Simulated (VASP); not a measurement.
Method: PBEsol GGA, VASP's PBE PAW potentials (set 64) (plane waves; VASP).

The input files of a VASP run:

KPOINTS:
```
Automatic mesh
0
Gamma
12 12 10
0 0 0
```

### INCAR
```
! general
SYSTEM  = FePt
PREC    = Accurate
ENCUT   = 480
LREAL   = F
LASPH   = T

! electronic loop
EDIFF   = 1E-7
NELM    = 100
ALGO    = Normal
LMAXMIX = 6

! smearing
ISMEAR  = 1
SIGMA   = 0.1

! functional
GGA     = PS

! spin
ISPIN   = 2
MAGMOM  = 2.9 0.3

! ions
ISIF    = 2

! output
LWAVE   = F
LCHARG  = F
LORBIT  = 10
```

POSCAR:
```
FePt
1.0
  2.6858778018   0.0000000000   0.0000000000
  0.0000000000   2.6858778018   0.0000000000
  0.0000000000   0.0000000000   3.7129745387
Fe Pt
1 1
Cartesian
  0.1499999999   0.0000000000   0.0000000000
  1.3429389009   1.3429389009   1.8564872694
```

POTCAR, in this order: Fe Pt (PBE.64 set). Program: vasp_std.

Output of the run:

File OUTCAR:
```
 ion  position               nearest neighbor table
   1  0.056  0.000  0.000-   2 2.58   2 2.58   2 2.58   2 2.58   2 2.73   2 2.73   2 2.73   2 2.73
  LATTYP: Found a simple tetragonal cell.
 ALAT       =     2.6858778018
 C/A-ratio  =     1.3824063538
 Subroutine PRICEL returns:
 Original cell was already a primitive cell.
 Subroutine GETGRP returns: Found  4 space group operations
The static configuration has the point symmetry C_2v.
The dynamic configuration has the point symmetry C_2v.
The overall configuration has the point symmetry C_2v.
 Subroutine INISYM returns: Found  4 space group operations
 Subroutine IBZKPT returns following result:
 Found    294 irreducible k-points:

 Following reciprocal coordinates:
            Coordinates               Weight
  0.000000  0.000000  0.000000      1.000000
  0.083333  0.000000  0.000000      2.000000
  0.000000  0.083333  0.000000      2.000000
  0.166667  0.000000  0.000000      2.000000
  0.000000  0.166667  0.000000      2.000000
  0.250000  0.000000  0.000000      2.000000
  0.000000  0.250000  0.000000      2.000000
  0.333333  0.000000  0.000000      2.000000
  0.000000  0.333333  0.000000      2.000000
  0.416667  0.000000  0.000000      2.000000
  0.000000  0.416667  0.000000      2.000000
  0.500000  0.000000  0.000000      1.000000
  0.000000  0.500000  0.000000      1.000000
  0.083333  0.083333  0.000000      4.000000
  0.166667  0.083333  0.000000      4.000000
 -0.083333  0.166667  0.000000      4.000000
  0.250000  0.083333  0.000000      4.000000
 -0.083333  0.250000  0.000000      4.000000
  0.333333  0.083333  0.000000      4.000000
 -0.083333  0.333333  0.000000      4.000000
  0.416667  0.083333  0.000000      4.000000
 -0.083333  0.416667  0.000000      4.000000
  0.500000  0.083333  0.000000      2.000000
 -0.083333  0.500000  0.000000      2.000000
  0.166667  0.166667  0.000000      4.000000
  0.250000  0.166667  0.000000      4.000000
 -0.166667  0.250000  0.000000      4.000000
  0.333333  0.166667  0.000000      4.000000
 -0.166667  0.333333  0.000000      4.000000
  0.416667  0.166667  0.000000      4.000000
 -0.166667  0.416667  0.000000      4.000000
  0.500000  0.166667  0.000000      2.000000
 -0.166667  0.500000  0.000000      2.000000
  0.250000  0.250000  0.000000      4.000000
  0.333333  0.250000  0.000000      4.000000
 -0.250000  0.333333  0.000000      4.000000
  0.416667  0.250000  0.000000      4.000000
 -0.250000  0.416667  0.000000      4.000000
  0.500000  0.250000  0.000000      2.000000
 -0.250000  0.500000  0.000000      2.000000
   k-points           NKPTS =    294   k-points in BZ     NKDIM =    294   number of bands    NBANDS=     15
   number of dos      NEDOS =    301   number of ions     NIONS =      2
   total plane-waves  NPLWV =  11200
   dimension x,y,z NGX =    20 NGY =   20 NGZ =   28
   dimension x,y,z NGXF=    40 NGYF=   40 NGZF=   56
   ions per type =               1   1
   PREC   = accura    normal or accurate (medium, high low for compatibility)
   ISTART =      0    job   : 0-new  1-cont  2-samecut
   ICHARG =      2    charge: 1-file 2-atom 10-const
   ISPIN  =      2    spin polarized calculation?
   LNONCOLLINEAR =      F non collinear calculations
   LSORBIT =      F    spin-orbit coupling
   INIWAV =      1    electr: 0-lowe 1-rand  2-diag
   ENCUT  =  480.0 eV  35.28 Ry    5.94 a.u.   4.80  4.80  6.63*2*pi/ulx,y,z
   NELM   =    100;   NELMIN=  2; NELMDL= -5     # of ELM steps
   EDIFF  = 0.1E-06   stopping-criterion for ELM
   LREAL  =      F    real-space projection
   NLSPLINE    = F    spline interpolate recip. space projectors
...
```

OSZICAR:
```
       N       E                     dE             d eps       ncg     rms          rms(c)
DAV:   1     0.897355270463E+02    0.89736E+02   -0.81122E+03 17720   0.126E+03
DAV:   2    -0.146116474967E+02   -0.10435E+03   -0.93468E+02 18123   0.253E+02
DAV:   3    -0.178412103108E+02   -0.32296E+01   -0.31380E+01 22036   0.541E+01
DAV:   4    -0.178746311654E+02   -0.33421E-01   -0.33408E-01 20311   0.469E+00
DAV:   5    -0.178755112383E+02   -0.88007E-03   -0.88006E-03 23603   0.869E-01    0.181E+01
DAV:   6    -0.188020704656E+02   -0.92656E+00   -0.13868E+01 19106   0.846E+01    0.229E+01
DAV:   7    -0.164062004593E+02    0.23959E+01   -0.10541E+01 22444   0.841E+01    0.919E+00
DAV:   8    -0.163268473791E+02    0.79353E-01   -0.54457E-01 21112   0.113E+01    0.461E+00
DAV:   9    -0.162486830233E+02    0.78164E-01   -0.17143E-01 25796   0.849E+00    0.189E+00
DAV:  10    -0.162378762897E+02    0.10807E-01   -0.33809E-02 27039   0.352E+00    0.776E-01
DAV:  11    -0.162374984778E+02    0.37781E-03   -0.43727E-03 24632   0.112E+00    0.318E-01
DAV:  12    -0.162375509591E+02   -0.52481E-04   -0.49705E-04 24755   0.342E-01    0.960E-02
DAV:  13    -0.162375674621E+02   -0.16503E-04   -0.90625E-05 22284   0.115E-01    0.394E-02
DAV:  14    -0.162375610056E+02    0.64566E-05   -0.11105E-05 24742   0.661E-02    0.127E-02
DAV:  15    -0.162375606189E+02    0.38669E-06   -0.13193E-06 25315   0.231E-02    0.491E-03
DAV:  16    -0.162375606405E+02   -0.21605E-07   -0.29430E-07 14853   0.123E-02
   1 F= -.16237561E+02 E0= -.16237452E+02  d E =-.324736E-03  mag=     3.1913
```

File OUTCAR:
```
------------------------ aborting loop because EDIFF is reached ----------------------------------------
  FORCE on cell =-STRESS in cart. coord.  units (eV):
  Direction    XX          YY          ZZ          XY          YZ          ZX
  --------------------------------------------------------------------------------------
  Total        0.1182545      0.1680309      0.3622490      0.0000000      0.0000000      0.0000000
  in kB        7.0734912     10.0509054     21.6682208      0.0000000      0.0000000      0.0000000
  external PRESSURE =      12.9308725 kB  Pullay stress =       0.0000000 kB
  volume of cell :       26.79
      direct lattice vectors                 reciprocal lattice vectors
     2.685877802  0.000000000  0.000000000     0.372317757  0.000000000  0.000000000
     0.000000000  2.685877802  0.000000000     0.000000000  0.372317757  0.000000000
     0.000000000  0.000000000  3.712974539     0.000000000  0.000000000  0.269325844
 POSITION                                       TOTAL-FORCE (eV/Angst)
 -----------------------------------------------------------------------------------
      0.15000      0.00000      0.00000        -0.663623      0.000000      0.000000
      1.34294      1.34294      1.85649         0.663623      0.000000      0.000000
 -----------------------------------------------------------------------------------
    total drift:                               -0.000270      0.000000      0.000004
  FREE ENERGIE OF THE ION-ELECTRON SYSTEM (eV)
  ---------------------------------------------------
  free  energy   TOTEN  =       -16.2375606405 eV

  energy  without entropy=      -16.2372359046  energy(sigma->0) =      -16.23745240

 total charge

# of ion       s       p       d       tot
------------------------------------------
    1        0.426   0.483   6.158   7.067
    2        0.726   0.706   8.066   9.499
--------------------------------------------------
tot          1.152   1.189  14.224  16.566

 magnetization (x)

# of ion       s       p       d       tot
------------------------------------------
    1        0.002  -0.006   2.840   2.835
    2       -0.025  -0.066   0.409   0.318
--------------------------------------------------
tot         -0.023  -0.072   3.248   3.153
```
(Selected blocks of OUTCAR.)

The compound is FePt in the L1_0 structure. This cell was strained or had an atom moved on purpose.
